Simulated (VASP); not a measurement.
```yaml
crystal:
  lattice:
    - [2.98691, 0.00000, 0.00000]
    - [-1.49345, 2.58674, 0.00000]
    - [0.00000, 0.00000, 5.41581]
  atoms:
    - { symbol: Pd, position: [0.00000, 0.00000, 0.00000] }
    - { symbol: Pd, position: [0.00000, 0.00000, 0.50000] }
    - { symbol: C, position: [0.33333, 0.66667, 0.25000] }
    - { symbol: C, position: [0.66667, 0.33333, 0.75000] }
```

These are PBEsol GGA, VASP's PBE PAW potentials (set 64) (plane waves; VASP 6.6.1) values and carry that method's errors. Settings: 520 eV cut-off, 13×13×7 Γ-centred mesh, tetrahedra with Blöchl corrections, potentials Pd C.

The cores are frozen, which limits the accuracy of field gradients.

Q: Give the principal components of the electric field gradient (V/Å²) and the asymmetry η at each nucleus.

A: 
```csv
atom,Vxx,Vyy,Vzz,η
Pd1,35.6,35.6,-71.3,0.00
Pd2,35.6,35.6,-71.3,0.00
C3,4.6,4.6,-9.3,0.00
C4,4.6,4.6,-9.3,0.00
```

The structure was generated: PdC was put into the NiAs type type (P6_3/mmc), which need not be its known phase. It was relaxed first, which changed the volume by -14 %.
